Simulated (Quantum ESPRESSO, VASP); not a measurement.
## Fitting the PBE energy curve of CeC

```cif
data_structure
_symmetry_space_group_name_H-M 'Fm-3m'
_symmetry_Int_Tables_number 225
_cell_length_a 5.1921
_cell_length_b 5.1921
_cell_length_c 5.1921
_cell_angle_alpha 90.000
_cell_angle_beta 90.000
_cell_angle_gamma 90.000
_cell_volume 139.97
loop_
_atom_site_label
_atom_site_type_symbol
_atom_site_symmetry_multiplicity
_atom_site_Wyckoff_symbol
_atom_site_fract_x
_atom_site_fract_y
_atom_site_fract_z
_atom_site_occupancy
Ce1 Ce 4 a 0.00000 0.00000 0.00000 1
C1 C 4 b 0.50000 0.00000 0.00000 1
```

The cell comes from a database or a generator and needn't be the stable form of this composition.

The cell was scaled at fixed shape and fractions and run with VASP, PBE PAW files C, Ce, 520 eV; PBE, k mesh 9 × 9 × 9 on the cell of 2 atoms, fermi-dirac occupations of 0.05 eV, collinear spin, ferromagnetic start, no spin-orbit coupling. Energies are those that the program minimises, any entropy of the smearing included. For a metal such a mesh isn't converged to the digits shown. The magnetic state is the one that the start led to, which needn't be the lowest. Plain semilocal runs treat an open f shell poorly.

```csv
V (Å³/atom),energy over the lowest row (meV/atom)
16.4466,24.636
16.7965,?
17.1465,2.517
17.4964,0.000
17.8463,2.445
18.1963,9.272
18.5462,20.094
```

Task: Fit the third-order Birch-Murnaghan form, give V0, B0 and B′, and predict the energy left open.

Result: With y = (V0/V)^(2/3), E = E0 + (9 V0 B0/16) [(y - 1)³ B′ + (y - 1)² (6 - 4y)]. Least squares through the rows shown give V0 = 17.4929 Å³/atom, E0 = 0.010 meV, B0 = 112.8 GPa (1 eV/Å³ = 160.218 GPa) and B′ = 4.42, with a largest miss of 0.011 meV. At V = 16.7965 the form with these constants gives 10.513 meV; the run gave 10.509 meV an atom. Other set-ups at this level, from all their volumes (Å³/atom, GPa): Quantum ESPRESSO, SSSP 1.3 efficiency PBE: V0 17.532, B0 112.8.
